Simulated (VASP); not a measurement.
Here is the system:

```
CELL_PARAMETERS angstrom
      0.00000     2.91982     2.91982
      2.91982     0.00000     2.91982
      2.91982     2.91982     0.00000
ATOMIC_POSITIONS crystal
  Li 0.25000 0.25000 0.25000
  Li 0.75000 0.75000 0.75000
  Se 0.00000 0.00000 0.00000
```

Method: revTPSS meta-GGA, VASP's PBE PAW potentials (set 64) (plane waves; VASP). Numerical set-up: 520 eV cut-off, 7×7×7 Γ-centred mesh, Gaussian smearing of 0.050 eV, potentials Li_sv Se.

Q: Give the stress tensor in GPa (positive for a compressed cell).

A: 
```
2.40  0.00  0.00
0.00  2.40  0.00
0.00  0.00  2.40
```
The pressure is its mean diagonal, 2.40 GPa.

The compound is Li2Se in the antifluorite structure. This cell is one point of a volume scan, at 0.94 of the reference volume.
